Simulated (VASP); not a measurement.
These are LDA (Ceperley-Alder, Perdew-Zunger), VASP's LDA PAW potentials (set 64) (plane waves; VASP) values and carry that method's errors.

Input for VASP

### KPOINTS
```
Automatic mesh
0
Gamma
7 7 7
0 0 0
```

INCAR:
```
! general
SYSTEM =MgSe
PREC   =Accurate
ENCUT  =400
LREAL  =.False.
LASPH  =.True.

! electronic loop
EDIFF  =1E-6
NELM   =100
ALGO   =Normal
LMAXMIX=4

! smearing
ISMEAR =0
SIGMA  =0.05

! ions
IBRION =2
NSW    =60
ISIF   =3
EDIFFG =-0.01

! output
LWAVE  =.False.
LCHARG =.False.
```

**POSCAR**
```
MgSe
1
    0.0000000000     2.9689300000     2.9689300000
    2.9689300000     0.0000000000     2.9689300000
    2.9689300000     2.9689300000     0.0000000000
Mg Se
1 1
Direct
  0.0000000000   0.0000000000   0.0000000000
  0.2500000000   0.2500000000   0.2500000000
```

POTCAR, in this order: Mg Se (LDA.64 set). Program: vasp_std.

Problem. What will the output report for the number of irreducible k-points (NKPTS), number of bands (NBANDS), largest plane-wave count, number of space-group operations, FFT grid (NGX, NGY, NGZ)?

Solution. 
The number of irreducible k-points (NKPTS) is 20, the number of bands (NBANDS) comes out as 8 and the largest plane-wave count is 966. The number of space-group operations comes out as 24 and the FFT grid (NGX, NGY, NGZ) is 28 × 28 × 28.

The structure comes from a computed database's MgSe entry (F-43m); how it stands against other phases isn't given here. This run relaxes it. Symmetry was kept, so distortions that lower it aren't found.
